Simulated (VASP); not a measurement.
Output of a VASP run:

**OSZICAR**
```
       N       E                     dE             d eps       ncg     rms          rms(c)
DAV:   1     0.109161620280E+03    0.10916E+03   -0.90514E+03  3198   0.139E+03
DAV:   2    -0.735660482308E+01   -0.11652E+03   -0.11144E+03  3274   0.377E+02
DAV:   3    -0.874907247776E+01   -0.13925E+01   -0.13874E+01  3700   0.472E+01
DAV:   4    -0.875716494060E+01   -0.80925E-02   -0.80914E-02  3483   0.369E+00
DAV:   5    -0.875729016376E+01   -0.12522E-03   -0.12522E-03  3650   0.426E-01    0.120E+01
DAV:   6    -0.816339471891E+01    0.59390E+00   -0.13599E+00  3298   0.174E+01    0.389E+00
DAV:   7    -0.813832469892E+01    0.25070E-01   -0.33127E-02  3694   0.238E+00    0.175E+00
DAV:   8    -0.813339645292E+01    0.49282E-02   -0.56189E-03  3328   0.124E+00    0.251E-01
DAV:   9    -0.813314269229E+01    0.25376E-03   -0.28207E-04  3634   0.282E-01    0.356E-02
DAV:  10    -0.813314869601E+01   -0.60037E-05   -0.36563E-06  3613   0.247E-02    0.474E-03
DAV:  11    -0.813314881217E+01   -0.11615E-06   -0.35739E-07  3583   0.875E-03    0.562E-04
DAV:  12    -0.813314870804E+01    0.10413E-06   -0.98650E-09  1874   0.174E-03    0.658E-05
DAV:  13    -0.813314870590E+01    0.21387E-08   -0.61355E-10  1778   0.346E-04
   1 F= -.77184821E+01 E0= -.77183876E+01  d E =-.771848E+01
```

**OUTCAR**
```
------------------------ aborting loop because EDIFF is reached ----------------------------------------
  FORCE on cell =-STRESS in cart. coord.  units (eV):
  Direction    XX          YY          ZZ          XY          YZ          ZX
  --------------------------------------------------------------------------------------
  Total        0.4107498      0.4107498      0.4107498      0.0000000     -0.0000000      0.0000000
  in kB       49.5277163     49.5277163     49.5277163      0.0000000     -0.0000000      0.0000000
  external PRESSURE =      -0.4722837 kB  Pullay stress =      50.0000000 kB
  volume of cell :       13.29
      direct lattice vectors                 reciprocal lattice vectors
     0.000000000  1.879907815  1.879907815    -0.265970489  0.265970489  0.265970489
     1.879907815  0.000000000  1.879907815     0.265970489 -0.265970489  0.265970489
     1.879907815  1.879907815  0.000000000     0.265970489  0.265970489 -0.265970489
 POSITION                                       TOTAL-FORCE (eV/Angst)
 -----------------------------------------------------------------------------------
      0.00000      0.00000      0.00000         0.000000     -0.000000      0.000000
 -----------------------------------------------------------------------------------
    total drift:                               -0.000000     -0.000000     -0.000000
  FREE ENERGIE OF THE ION-ELECTRON SYSTEM (eV)
  ---------------------------------------------------
  free  energy   TOTEN  =        -8.1331487059 eV

  energy  without entropy=       -8.1328651697  energy(sigma->0) =       -8.13305419
  enthalpy is  TOTEN    =        -7.7184820852 eV   P V=        0.4146666207

 reached required accuracy - stopping structural energy minimisation
```
(Selected blocks of OUTCAR.)

POSCAR:
```
Rh
1
   -0.0000000000     1.8799078150     1.8799078150
    1.8799078150     0.0000000000     1.8799078150
    1.8799078150     1.8799078150    -0.0000000000
Rh
1
Direct
  0.0000000000   0.0000000000   0.0000000000
```

**Question.** Reconstruct the remaining input files.

**Answer.** This is not unique; one that fits is the input of the run itself, PBEsol GGA, plane waves, VASP's PBE PAW potentials (set 64).

INCAR:
```
ALGO  =  Normal
EDIFF  =  1E-7
EDIFFG  =  -0.01
ENCUT  =  480
GGA  =  PS
IBRION  =  2
ISIF  =  3
ISMEAR  =  1
LASPH  =  .TRUE.
LCHARG  =  .FALSE.
LMAXMIX  =  4
LREAL  =  .FALSE.
LWAVE  =  .FALSE.
NELM  =  100
NSW  =  40
PREC  =  Accurate
PSTRESS  =  50
SIGMA  =  0.1
SYSTEM  =  Rh
```

File KPOINTS:
```
Automatic mesh
0
Gamma
16 16 16
0 0 0
```

POTCAR, in this order: Rh_pv (PBE.64 set). Program: vasp_std.

The compound is Rh in the fcc structure. It was relaxed first under an external pressure of 5 GPa.
